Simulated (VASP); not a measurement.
# BC₅₃: relaxation of the atoms

BC₅₃, defect, 54 atoms in the cell. PBE; PAW potentials B, C (PBE set).

## Input

INCAR:
```
GGA = PE
PREC = Normal
ENCUT = 450
EDIFF = 1E-6
ISMEAR = 0
SIGMA = 0.02
LREAL = Auto
LASPH = True
ALGO = Normal
NELM = 100
IBRION = 2
NSW = 80
EDIFFG = -0.02
ISIF = 2
NCORE = 2
LWAVE = False
LCHARG = False
ISPIN = 2
MAGMOM = 0.2 0 0 0 0 0 0 0 0 0 0 0 0 0 0 0 0 0 0 0 0 0 0 0 0 0 0 0.2 0.2 0 0.2 0 0 0 0 0 0.2 0 0 0 0 0 0 0 0 0 0 0 0 0 0 0 0 0
LORBIT = 11
NUPDOWN = 1
```

KPOINTS:
```
k-points
0
Gamma
  1 1 1
```

POSCAR:
```
BC53
1.0
    0.0000000000      5.3501100000      5.3501100000
    5.3501100000      0.0000000000      5.3501100000
    5.3501100000      5.3501100000      0.0000000000
B C
1 53
Direct
    0.2560020000      0.2533270000      0.2430180000
    0.2500000000      0.2500000000      0.5833330000
    0.2500000000      0.2500000000      0.9166670000
    0.2500000000      0.5833330000      0.2500000000
    0.2500000000      0.5833330000      0.5833330000
    0.2500000000      0.5833330000      0.9166670000
    0.2500000000      0.9166670000      0.2500000000
    0.2500000000      0.9166670000      0.5833330000
    0.2500000000      0.9166670000      0.9166670000
    0.5833330000      0.2500000000      0.2500000000
    0.5833330000      0.2500000000      0.5833330000
    0.5833330000      0.2500000000      0.9166670000
    0.5833330000      0.5833330000      0.2500000000
    0.5833330000      0.5833330000      0.5833330000
    0.5833330000      0.5833330000      0.9166670000
    0.5833330000      0.9166670000      0.2500000000
    0.5833330000      0.9166670000      0.5833330000
    0.5833330000      0.9166670000      0.9166670000
    0.9166670000      0.2500000000      0.2500000000
    0.9166670000      0.2500000000      0.5833330000
    0.9166670000      0.2500000000      0.9166670000
    0.9166670000      0.5833330000      0.2500000000
    0.9166670000      0.5833330000      0.5833330000
    0.9166670000      0.5833330000      0.9166670000
    0.9166670000      0.9166670000      0.2500000000
    0.9166670000      0.9166670000      0.5833330000
    0.9166670000      0.9166670000      0.9166670000
    0.1759250000      0.1710130000      0.1618830000
    0.1706940000      0.1592500000      0.5016300000
    0.1666670000      0.1666670000      0.8333330000
    0.1654940000      0.5011530000      0.1611490000
    0.1666670000      0.5000000000      0.5000000000
    0.1666670000      0.5000000000      0.8333330000
    0.1666670000      0.8333330000      0.1666670000
    0.1666670000      0.8333330000      0.5000000000
    0.1666670000      0.8333330000      0.8333330000
    0.5079900000      0.1591820000      0.1662320000
    0.5000000000      0.1666670000      0.5000000000
    0.5000000000      0.1666670000      0.8333330000
    0.5000000000      0.5000000000      0.1666670000
    0.5000000000      0.5000000000      0.5000000000
    0.5000000000      0.5000000000      0.8333330000
    0.5000000000      0.8333330000      0.1666670000
    0.5000000000      0.8333330000      0.5000000000
    0.5000000000      0.8333330000      0.8333330000
    0.8333330000      0.1666670000      0.1666670000
    0.8333330000      0.1666670000      0.5000000000
    0.8333330000      0.1666670000      0.8333330000
    0.8333330000      0.5000000000      0.1666670000
    0.8333330000      0.5000000000      0.5000000000
    0.8333330000      0.5000000000      0.8333330000
    0.8333330000      0.8333330000      0.1666670000
    0.8333330000      0.8333330000      0.5000000000
    0.8333330000      0.8333330000      0.8333330000
```

Commands:
```
cat potpaw_PBE.64/B/POTCAR potpaw_PBE.64/C/POTCAR > POTCAR
mpirun -np 4 vasp_gam > vasp.out
```

## Result

- Ionic steps: 13
- SCF steps in all: 88

Ionic steps:

| Step | Energy (eV) | Largest force (eV/A) | SCF steps |
|---|---|---|---|
| 1 | -471.86993 | 4.1133 | 17 |
| 2 | -470.96109 | 5.9059 | 10 |
| 3 | -472.30083 | 0.9847 | 9 |
| 4 | -472.30855 | 0.5813 | 8 |
| 5 | -472.36089 | 0.3305 | 7 |
| 6 | -472.36849 | 0.1978 | 7 |
| 7 | -472.36977 | 0.1551 | 5 |
| 8 | -472.37258 | 0.0850 | 6 |
| 9 | -472.37269 | 0.0578 | 4 |
| 10 | -472.37357 | 0.0407 | 5 |
| 11 | -472.37359 | 0.0365 | 3 |
| 12 | -472.37385 | 0.0239 | 4 |
| 13 | -472.37386 | 0.0192 | 3 |

VASP 6.6.1 took 114 s on 4 cores (Intel Xeon 6975P-C (Granite Rapids)), a shared host.
